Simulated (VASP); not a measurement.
An input for Quantum ESPRESSO's pw.x (written as the equivalent of a VASP run, and not itself run):

```
&CONTROL
  calculation = 'vc-relax'
  pseudo_dir = './pseudo'
  outdir = './out'
  tprnfor = .true.
  tstress = .true.
  nstep = 60
  forc_conv_thr = 0.00039
/
&SYSTEM
  ibrav = 0
  nat = 2
  ntyp = 1
  ecutwfc = 78
  occupations = 'smearing'
  smearing = 'gaussian'
  degauss = 0.003675
  input_dft = 'pw91'
/
&ELECTRONS
  conv_thr = 7.3e-08
  electron_maxstep = 100
/
&IONS
/
&CELL
/
ATOMIC_SPECIES
  Ge 72.630 Ge.upf
CELL_PARAMETERS angstrom
     0.0000000    2.8290000    2.8290000
     2.8290000    0.0000000    2.8290000
     2.8290000    2.8290000    0.0000000
ATOMIC_POSITIONS crystal
  Ge   0.0000000  0.0000000  0.0000000
  Ge   0.2500000  0.2500000  0.2500000
K_POINTS automatic
  7 7 7 0 0 0
```

### Question
Translate this input to VASP (INCAR, KPOINTS, POSCAR, choice of POTCAR).

### Answer
One answer among several that fit: 
### KPOINTS
```
Automatic mesh
0
Gamma
7 7 7
0 0 0
```

File POSCAR:
```
Ge
1
    0.0000000000     2.8290000000     2.8290000000
    2.8290000000     0.0000000000     2.8290000000
    2.8290000000     2.8290000000     0.0000000000
Ge
2
Direct
  0.0000000000   0.0000000000   0.0000000000
  0.2500000000   0.2500000000   0.2500000000
```

**INCAR**
```
ALGO  =  Normal
EDIFF  =  1E-6
EDIFFG  =  -0.01
ENCUT  =  520
GGA  =  91
IBRION  =  2
ISIF  =  3
ISMEAR  =  0
LASPH  =  .TRUE.
LCHARG  =  .FALSE.
LMAXMIX  =  4
LREAL  =  .FALSE.
LWAVE  =  .FALSE.
NELM  =  100
NSW  =  60
PREC  =  Accurate
SIGMA  =  0.05
SYSTEM  =  Ge
```

POTCAR, in this order: Ge_d (PBE.64 set). Program: vasp_std.

Limits of the translation: the potentials are each code's own (VASP's PAW set, PseudoDojo norm-conserving files in pw.x), so ENCUT and ecutwfc are chosen apart and not converted; conv_thr bounds pw.x's estimated SCF error, while EDIFF bounds the energy change between steps; forc_conv_thr acts on force components and is met together with etot_conv_thr.

The compound is Ge in the diamond structure. This run relaxes it. Symmetry was kept, so distortions that lower it aren't found.
